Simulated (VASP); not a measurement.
Here is the system:

```
CELL_PARAMETERS angstrom
     -2.42986     2.42986     6.01786
      2.42986    -2.42986     6.01786
      2.42986     2.42986    -6.01786
ATOMIC_POSITIONS crystal
  Sr 0.00000 0.00000 0.00000
  In 0.25000 0.75000 0.50000
  In 0.75000 0.25000 0.50000
  In 0.38549 0.38549 0.00000
  In 0.61451 0.61451 0.00000
```

Method: PBEsol GGA with spin-orbit coupling, VASP's PBE PAW potentials (set 64) (plane waves; VASP 6.6.1). Numerical set-up: 400 eV cut-off, 8×8×8 Γ-centred mesh, Gaussian smearing of 0.050 eV, potentials Sr_sv In_d.

Question: Estimate the energy per atom (σ→0), band gap (over mesh and band path) with the smallest direct gap where there is one.

Answer: 
The band gap (over mesh and band path) comes out as none (metal, semimetal or under 0.01 eV) and the energy per atom (σ→0) comes out as -3.109 eV/atom.

Total energies compare only between runs with the same potentials, cut-off and functional.

The structure comes from a computed database's SrIn4 entry (I4/mmm); how it stands against other phases isn't given here. It was relaxed first.
